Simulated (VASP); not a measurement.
Method: PBE GGA, VASP's PBE PAW potentials (set 64) (plane waves; VASP).

VASP ran on this input.

File KPOINTS:
```
Automatic mesh
0
Gamma
10 10 6
0 0 0
```

### INCAR
```
! general
SYSTEM  = BN
PREC    = Accurate
ENCUT   = 620
LREAL   = .False.   ! projection in real space or not
LASPH   = .True.

! electronic loop
EDIFF   = 1E-6   ! SCF stop (eV)
NELM    = 100   ! most electronic steps
ALGO    = Normal   ! blocked Davidson

! smearing
ISMEAR  = 0   ! Gaussian
SIGMA   = 0.05   ! width (eV)

! functional
GGA     = PE   ! PBE

! ions
IBRION  = 2
NSW     = 40
ISIF    = 3
EDIFFG  = -0.02   ! ionic stop
PSTRESS = 300   ! kbar

! output
LWAVE   = .False.
LCHARG  = .False.
```

POSCAR:
```
BN
1
    1.2474955512    -2.1607259048    -0.0000000000
    1.2474955512     2.1607259048    -0.0000000000
    0.0000000000     0.0000000000     4.1270294766
B N
2 2
Direct
  0.6666670000   0.3333330000   0.5003820368
  0.3333330000   0.6666670000   0.0003820368
  0.6666670000   0.3333330000   0.8746179632
  0.3333330000   0.6666670000   0.3746179632
```

POTCAR, in this order: B N (PBE.64 set). Program: vasp_std.

What VASP printed:

**OSZICAR**
```
       N       E                     dE             d eps       ncg     rms          rms(c)
DAV:   1     0.648149216879E+02    0.64815E+02   -0.99410E+03  1344   0.152E+03
DAV:   2    -0.339075384775E+02   -0.98722E+02   -0.91762E+02  1864   0.331E+02
DAV:   3    -0.368240654893E+02   -0.29165E+01   -0.29045E+01  1796   0.567E+01
DAV:   4    -0.368416998765E+02   -0.17634E-01   -0.17619E-01  1672   0.450E+00
DAV:   5    -0.368418938957E+02   -0.19402E-03   -0.19384E-03  1740   0.441E-01    0.996E+00
DAV:   6    -0.349098403627E+02    0.19321E+01   -0.47398E+00  1660   0.198E+01    0.484E+00
DAV:   7    -0.347272396223E+02    0.18260E+00   -0.29722E-01  1652   0.599E+00    0.282E+00
DAV:   8    -0.346940357769E+02    0.33204E-01   -0.77725E-02  1548   0.271E+00    0.244E-01
DAV:   9    -0.346929547712E+02    0.10810E-02   -0.27930E-03  1756   0.641E-01    0.139E-01
DAV:  10    -0.346932047100E+02   -0.24994E-03   -0.33299E-04  1612   0.193E-01    0.263E-02
DAV:  11    -0.346932091707E+02   -0.44607E-05   -0.59481E-05  1736   0.721E-02    0.146E-02
DAV:  12    -0.346932099057E+02   -0.73499E-06   -0.74828E-06  1664   0.273E-02
   1 F= -.30527232E+02 E0= -.30527232E+02  d E =-.305272E+02
```

### OUTCAR
```
------------------------ aborting loop because EDIFF is reached ----------------------------------------
  FORCE on cell =-STRESS in cart. coord.  units (eV):
  Direction    XX          YY          ZZ          XY          YZ          ZX
  --------------------------------------------------------------------------------------
  Total        4.1468976      4.1468985      4.1834337     -0.0000000      0.0000000      0.0000000
  in kB      298.6260199    298.6260829    301.2570505     -0.0000000      0.0000000      0.0000000
  external PRESSURE =      -0.4969489 kB  Pullay stress =     300.0000000 kB
  volume of cell :       22.25
      direct lattice vectors                 reciprocal lattice vectors
     1.247495551 -2.160725905  0.000000000     0.400803033 -0.231403714  0.000000000
     1.247495551  2.160725905  0.000000000     0.400803033  0.231403714  0.000000000
     0.000000000  0.000000000  4.127029477     0.000000000  0.000000000  0.242305030
  FREE ENERGIE OF THE ION-ELECTRON SYSTEM (eV)
  ---------------------------------------------------
  free  energy   TOTEN  =       -34.6932099057 eV

  energy  without entropy=      -34.6932099057  energy(sigma->0) =      -34.69320991
  enthalpy is  TOTEN    =       -30.5272323777 eV   P V=        4.1659775281

 reached required accuracy - stopping structural energy minimisation
```
(Selected blocks of OUTCAR.)

The compound is BN in the wurtzite structure, a metastable high-pressure form. It was relaxed first under an external pressure of 30 GPa.
